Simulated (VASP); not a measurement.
Input:

```
CELL_PARAMETERS angstrom
      0.00000     3.07624     3.07624
      3.07624     0.00000     3.07624
      3.07624     3.07624     0.00000
ATOMIC_POSITIONS crystal
  Mg 0.00000 0.00000 0.00000
  Te 0.25000 0.25000 0.25000
```

Level of theory: LDA (Ceperley-Alder, Perdew-Zunger), VASP's LDA PAW potentials (set 64) (plane waves; VASP). Settings: 500 eV cut-off, 8×8×8 Γ-centred mesh, Gaussian smearing of 0.050 eV, potentials Mg Te.

Unless said otherwise, spin-orbit coupling is left out, though it shifts the bands of the heavy elements here.

### Question
Predict the energy per atom (σ→0), pressure, band gap (on the k-mesh) with the smallest direct gap where there is one.

### Answer

```yaml
band gap (on the k-mesh): 2.47 eV
smallest direct gap (on the k-mesh): 2.90 eV
energy per atom (σ→0): -3.608 eV/atom
pressure: 5.00 GPa
```

Only differences to runs with the same potentials and settings are physical.

The compound is MgTe in the zinc blende structure, whereas wurtzite is the usual form. It was relaxed first under an external pressure of 5 GPa.
